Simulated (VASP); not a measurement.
Consider the following.

```yaml
crystal:
  lattice:
    - [2.09150, 1.20753, 9.71233]
    - [-2.09150, 1.20753, 9.71233]
    - [0.00000, -2.41506, 9.71233]
  atoms:
    - { symbol: Bi, position: [0.39806, 0.39806, 0.39806] }
    - { symbol: Bi, position: [0.60194, 0.60194, 0.60194] }
    - { symbol: Se, position: [0.21160, 0.21160, 0.21160] }
    - { symbol: Se, position: [0.78840, 0.78840, 0.78840] }
    - { symbol: Te, position: [0.00000, 0.00000, 0.00000] }
```

Computed with LDA (Ceperley-Alder, Perdew-Zunger), VASP's LDA PAW potentials (set 64) (plane waves; VASP 6.6.1). Settings: 300 eV cut-off, 4×4×4 Γ-centred mesh, Fermi-Dirac smearing of 0.10 eV, potentials Bi_d Se Te.

Unless said otherwise, spin-orbit coupling is left out, though it shifts the bands of the heavy elements here.

Q: Estimate the energy per atom (σ→0), largest force, band gap (on the k-mesh) with the smallest direct gap where there is one.

A: 
```json
{
  "band gap (on the k-mesh)": "0.39 eV",
  "smallest direct gap (on the k-mesh)": "0.39 eV",
  "energy per atom (σ→0)": "-4.470 eV/atom",
  "largest_force": "1.778 eV/Å"
}
```

The structure comes from a measured Bi2TeSe2 entry of the Crystallography Open Database, whose conditions weren't checked. The cell was not relaxed at this level. The k-mesh is coarse (spacing up to 0.44 per Å, 2π included), so the numbers may not be converged in it.
